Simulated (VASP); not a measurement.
VASP ran on this input.

**POSCAR**
```
AgCl
1
    0.0000000000     2.8034104116     2.8034104116
    2.8034104116     0.0000000000     2.8034104116
    2.8034104116     2.8034104116     0.0000000000
Ag Cl
1 1
Direct
  0.0000000000   0.0000000000   0.0000000000
  0.5000000000   0.5000000000   0.5000000000
```

### INCAR
```
! general
SYSTEM  = AgCl
PREC    = Accurate
ENCUT   = 480
LREAL   = F
LASPH   = T

! electronic loop
EDIFF   = 1E-6
NELM    = 100
ALGO    = Normal
LMAXMIX = 4

! smearing
ISMEAR  = 0
SIGMA   = 0.05

! functional
GGA     = PE

! ions
IBRION  = 2
NSW     = 60
ISIF    = 3
EDIFFG  = -0.01

! output
LWAVE   = F
LCHARG  = F
```

File KPOINTS:
```
Automatic mesh
0
Gamma
7 7 7
0 0 0
```

POTCAR, in this order: Ag Cl (PBE.64 set). Program: vasp_std.

Question: Translate this PBE calculation to Ansatz.

Answer: One equivalent input (not run):
Ansatz 0.2 input:
```yaml
crystal:
  lattice:
    - [0.0000000, 2.8034104, 2.8034104]
    - [2.8034104, 0.0000000, 2.8034104]
    - [2.8034104, 2.8034104, 0.0000000]
  atoms:
    - { symbol: Ag, position: [0.0000000, 0.0000000, 0.0000000] }
    - { symbol: Cl, position: [0.5000000, 0.5000000, 0.5000000] }
kpoints:
  mp_grid: { grid: [7, 7, 7] }
hamiltonian:
  xc: pbe
  pseudopotentials: { kind: paw }
scf:
  occupations: { method: gaussian, width: 0.05 }
  max_iter: 100
relax:
  max_steps: 60
  f_tol: 0.01
  cell: {}
output: { forces: true, stress: true, eigenvalues: true }
```
Limits of the translation: each code has its own PAW files, so the cut-off isn't converted (ENCUT is set for VASP's; basis.ecutwfc is left out, and Ansatz then takes the one that its files recommend); Ansatz stops its SCF on the density residual and VASP on the energy change (EDIFF).

The compound is AgCl in the rock salt structure. It was relaxed first. The start is the result of an earlier pass.
